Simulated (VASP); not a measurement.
Consider the following.

```xyz
3
Lattice="0.0000 2.7439 2.7439 2.7439 0.0000 2.7439 2.7439 2.7439 0.0000" Properties=species:S:1:pos:R:3 pbc="T T T"
Ca     0.0000     0.0000     0.0000
F      1.3719     1.3719     1.3719
F      4.1158     4.1158     4.1158
```

These are PBE GGA with D4 dispersion, VASP's PBE PAW potentials (set 64) (plane waves; VASP) values and carry that method's errors. Numerical set-up: 520 eV cut-off, Gaussian smearing of 0.050 eV, potentials Ca_sv F.

What does the run give for the band gap (along the path) with the smallest direct gap where there is one?

```yaml
band gap (along the path): 7.19 eV
smallest direct gap (along the path): 7.45 eV
```

Total energies compare only between runs with the same potentials, cut-off and functional.

The compound is CaF2 in the fluorite structure. It was relaxed first.
